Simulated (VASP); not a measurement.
Runs of VASP 6.6.1 on TaWC2. The structure is trigonal, space group R-3m (No. 166). The conventional cell has a = 3.144 Å, b = 3.144 Å, c = 15.305 Å, α = 90.00°, β = 90.00°, γ = 120.00°. Around W (site symmetry -3m) lie 6 C at 2.21 Å. Ta (site symmetry -3m) has 6 C at 2.23 Å as nearest neighbours. Around C (site symmetry 3m) lie 3 W at 2.21 Å and 3 Ta at 2.23 Å. The cell comes from a database or a generator and needn't be the stable form of this composition.

```csv
potentials or basis,pressure (GPa),largest force (eV/Å)
"VASP PAW PBE potentials, release 54 (W, Ta, C)",-2.9,0.04
"VASP PAW PBE potentials, release 54 (W_sv, Ta_pv, C)",-1.8,0.04
"VASP PAW PBE potentials, release 64 (W_sv, Ta_pv, C)",-1.8,0.04
"VASP PAW PBE potentials, release 64 (W, Ta, C)",-2.9,0.04
"VASP PAW PBE potentials, release 64 (W_sv, Ta_pv, C_h)",-1.9,0.04
"VASP PAW PBE potentials, release 64 (W_sv, Ta_pv, C_s)",-1.7,0.04
"VASP PAW PBE potentials, release 64 (W_sv_GW, Ta_sv_GW, C_GW)",(a),0.04
```

Alike in all rows: task band structure; level PBE; no spin polarisation; cell as given; k mesh 7 × 7 × 7; cutoff (eV) 900; smearing fermi-dirac 0.05 eV.

Estimate the missing entries.

(a) -2.6.

Caveats: the cutoff is under 1.25 times the usual one of these potentials, so pressure, stress and relaxed cells hold a basis-set (Pulay) error (some runs).

The runs don't all hold the same shells in valence.
